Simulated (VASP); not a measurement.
Level of theory: PBEsol GGA, VASP's PBE PAW potentials (set 64) (plane waves; VASP).

VASP input:

**INCAR**
```
! general
SYSTEM  = Fe(110) slab
PREC    = Normal
ENCUT   = 400
LREAL   = F
LASPH   = T

! electronic loop
EDIFF   = 1E-6
NELM    = 100
NELMIN  = 4
ALGO    = Normal
LMAXMIX = 4

! smearing
ISMEAR  = 1
SIGMA   = 0.1

! functional
GGA     = PS

! spin
ISPIN   = 2
MAGMOM  = 5*2.5

! output
LWAVE   = F
LCHARG  = F
LORBIT  = 11
LVHAR   = T

! other
LDIPOL  = T
IDIPOL  = 3
DIPOL   = 0.5 0.5 0.5
```

KPOINTS:
```
Automatic mesh
0
Gamma
12 12 1
0 0 0
```

**POSCAR**
```
Fe(110) slab
1.0
  2.4123447832   0.0000000000   0.0000000000
 -0.8041152513   2.2743802079   0.0000000000
  0.0000000000   0.0000000000  24.4069047233
Fe
5
direct
  0.5000000000   0.5000000000   0.3393100805
  1.0000000000   0.0000000000   0.4194113611
  0.5000000000   0.5000000000   0.5000000000
  0.0000000000   0.0000000000   0.5805886389
  0.5000000000   0.5000000000   0.6606899195
```

POTCAR, in this order: Fe (PBE.64 set). Program: vasp_std. Read from the step before: WAVECAR.

Problem. What will the output report for the number of irreducible k-points (NKPTS), largest plane-wave count, number of space-group operations, FFT grid (NGX, NGY, NGZ)?

Solution. 
| Property | Result |
|---|---|
| number of irreducible k-points (NKPTS) | 43 |
| largest plane-wave count | 2496 |
| number of space-group operations | 8 |
| FFT grid (NGX, NGY, NGZ) | 12 × 12 × 120 |

The cell is a thin slab with vacuum, built from Fe (bcc): (110) face.
